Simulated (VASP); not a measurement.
Level of theory: PBEsol GGA with spin-orbit coupling, VASP's PBE PAW potentials (set 64) (plane waves; VASP).

The input files of a VASP run:

**KPOINTS**
```
kpoints
0
G
 8 8 8
0 0 0
```

**INCAR**
```
ALGO = Normal
EDIFF = 1E-6
ENCUT = 400
GGA = PS
GGA_COMPAT = F
ISMEAR = 0
LASPH = T
LCHARG = F
LMAXMIX = 4
LREAL = F
LSORBIT = T
LWAVE = F
MAGMOM = 0 0 0 0 0 0
NELM = 100
PREC = Accurate
SIGMA = 0.05
SYSTEM = AgCl
```

**POSCAR**
```
AgCl
3.8461360
  0.0000000000   0.7071067121   0.7071067121
  0.7071067121   0.0000000000   0.7071067121
  0.7071067121   0.7071067121   0.0000000000
Ag Cl
1 1
Cartesian
  0.7071067121   0.7071067121   1.4142134241
  0.7071067121   0.7071067121   0.7071067121
```

KPOINTS_OPT:
```
k-points along high-symmetry lines
8
Line-mode
Reciprocal
  0.000000   0.000000   0.000000 ! GAMMA
  0.500000   0.000000   0.500000 ! X

  0.500000   0.000000   0.500000 ! X
  0.625000   0.250000   0.625000 ! U

  0.375000   0.375000   0.750000 ! K
  0.000000   0.000000   0.000000 ! GAMMA

  0.000000   0.000000   0.000000 ! GAMMA
  0.500000   0.500000   0.500000 ! L

  0.500000   0.500000   0.500000 ! L
  0.500000   0.250000   0.750000 ! W

  0.500000   0.250000   0.750000 ! W
  0.500000   0.000000   0.500000 ! X
```

POTCAR, in this order: Ag Cl (PBE.64 set). Program: vasp_ncl.

What VASP printed:

File OUTCAR:
```
 ion  position               nearest neighbor table
   1  0.000  0.000  0.000-   2 2.72   2 2.72   2 2.72   2 2.72   2 2.72   2 2.72
   2  0.500  0.500  0.500-   1 2.72   1 2.72   1 2.72   1 2.72   1 2.72   1 2.72
  LATTYP: Found a face centered cubic cell.
 ALAT       =     5.4392571622
 Subroutine PRICEL returns:
 Original cell was already a primitive cell.
 Subroutine GETGRP returns: Found 48 space group operations
The static configuration has the point symmetry O_h .
The dynamic configuration has the point symmetry O_h .
The overall configuration has the point symmetry O_h .
 Subroutine INISYM returns: Found 48 space group operations
 Subroutine IBZKPT returns following result:
 Found     29 irreducible k-points:

 Following reciprocal coordinates:
            Coordinates               Weight
  0.000000  0.000000  0.000000      1.000000
  0.125000  0.000000  0.000000      8.000000
  0.250000  0.000000  0.000000      8.000000
  0.375000  0.000000  0.000000      8.000000
  0.500000  0.000000  0.000000      4.000000
  0.125000  0.125000  0.000000      6.000000
  0.250000  0.125000  0.000000     24.000000
  0.375000  0.125000  0.000000     24.000000
  0.500000  0.125000  0.000000     24.000000
 -0.375000  0.125000  0.000000     24.000000
 -0.250000  0.125000  0.000000     24.000000
 -0.125000  0.125000  0.000000     12.000000
  0.250000  0.250000  0.000000      6.000000
  0.375000  0.250000  0.000000     24.000000
  0.500000  0.250000  0.000000     24.000000
 -0.375000  0.250000  0.000000     24.000000
 -0.250000  0.250000  0.000000     12.000000
  0.375000  0.375000  0.000000      6.000000
  0.500000  0.375000  0.000000     24.000000
 -0.375000  0.375000  0.000000     12.000000
  0.500000  0.500000  0.000000      3.000000
  0.375000  0.250000  0.125000     24.000000
  0.500000  0.250000  0.125000     48.000000
...
```

OSZICAR:
```
       N       E                     dE             d eps       ncg     rms          rms(c)
DAV:   1     0.989840175047E+02    0.98984E+02   -0.75296E+03  1548   0.103E+03
DAV:   2    -0.123833986825E+01   -0.10022E+03   -0.95578E+02  1732   0.250E+02
DAV:   3    -0.619155758301E+01   -0.49532E+01   -0.49171E+01  1734   0.573E+01
DAV:   4    -0.624191330410E+01   -0.50356E-01   -0.50317E-01  1658   0.643E+00
DAV:   5    -0.624262149728E+01   -0.70819E-03   -0.70816E-03  1766   0.763E-01    0.793E+00
DAV:   6    -0.608545362643E+01    0.15717E+00   -0.36200E-01  1590   0.884E+00    0.519E+00
DAV:   7    -0.608467205405E+01    0.78157E-03   -0.10133E-01  1552   0.249E+00    0.216E+00
DAV:   8    -0.608294774309E+01    0.17243E-02   -0.53333E-03  1616   0.966E-01    0.640E-01
DAV:   9    -0.608287712907E+01    0.70614E-04   -0.93012E-04  1622   0.354E-01    0.213E-01
DAV:  10    -0.608288633880E+01   -0.92097E-05   -0.89595E-05  1668   0.115E-01    0.344E-02
DAV:  11    -0.608290346367E+01   -0.17125E-04   -0.31174E-05  1554   0.684E-02    0.101E-02
DAV:  12    -0.608290346562E+01   -0.19438E-08   -0.27380E-06  1622   0.255E-02
   1 F= -.60829035E+01 E0= -.60829035E+01  d E =-.220122E-11  mag=     0.0000    -0.0000     0.0000
       N       E                     dE             ncg
       N       E                     dE             ncg
```

**OUTCAR**
```
------------------------ aborting loop because EDIFF is reached ----------------------------------------
  FORCE on cell =-STRESS in cart. coord.  units (eV):
  Direction    XX          YY          ZZ          XY          YZ          ZX
  --------------------------------------------------------------------------------------
  Total       -0.0110497     -0.0110497     -0.0110497      0.0000000      0.0000000      0.0000000
  in kB       -0.4400483     -0.4400483     -0.4400483      0.0000000      0.0000000      0.0000000
  external PRESSURE =      -0.4400483 kB  Pullay stress =       0.0000000 kB
  volume of cell :       40.23
      direct lattice vectors                 reciprocal lattice vectors
     0.000000000  2.719628581  2.719628581    -0.183848634  0.183848634  0.183848634
     2.719628581  0.000000000  2.719628581     0.183848634 -0.183848634  0.183848634
     2.719628581  2.719628581  0.000000000     0.183848634  0.183848634 -0.183848634
  FREE ENERGIE OF THE ION-ELECTRON SYSTEM (eV)
  ---------------------------------------------------
  free  energy   TOTEN  =        -6.0829034656 eV

  energy  without entropy=       -6.0829034656  energy(sigma->0) =       -6.08290347

 Ion:    1  E_soc:     -0.0388717

 Ion:    2  E_soc:     -0.0034671
```
(Selected blocks of OUTCAR.)

The compound is AgCl in the rock salt structure. It was relaxed first, which changed the volume by -6 %.
